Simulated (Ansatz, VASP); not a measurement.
## One calculation of AlIn2As2P, two programs

```
CELL_PARAMETERS angstrom
5.27105 0.00000 0.00000
0.00000 5.27105 0.00000
0.00000 0.00000 5.37743
ATOMIC_POSITIONS crystal
Al 0.00000 0.00000 0.00000
In 0.00000 0.50000 0.50000
In 0.50000 0.00000 0.50000
P 0.00000 0.00000 0.50000
As 0.50000 0.50000 0.77859
As 0.50000 0.50000 0.22141
```

Change from the starting cell: species swapped into the CeCr2Si2C type (P4/mmm, No. 123).

Alike in both runs: functional PBE; k mesh 4 × 4 × 4; occupations gaussian, width 0.1 eV; no spin polarisation.

Ansatz relaxed the structure, and its values are those at the end. VASP's run is a single point on that final structure, the one shown.

|  | VASP | Ansatz |
| --- | --- | --- |
| version | VASP 6.6.1 | Ansatz 0.2.0 |
| potentials or method | VASP PAW PBE potentials, release 64 (Al, In_d, P, As) | scalar-relativistic, plane waves, PAW |
| plane-wave cutoff (eV) | 520 | 420 |
| valence electrons in the cell | 44 | 64 |

|  | VASP | Ansatz | Ansatz less VASP |
| --- | --- | --- | --- |
| gap on the k mesh at the Fermi level (eV) | none | none | - |
| pressure (GPa) | 0.2 | 0.2 | -0.02 |
| rms of the force components (eV/Å) | 0.004 | 0.012 | +0.0080 |

A gap of «none» marks a metal or a gap that the smearing closes. The two sets of potentials don't hold the same shells in valence.
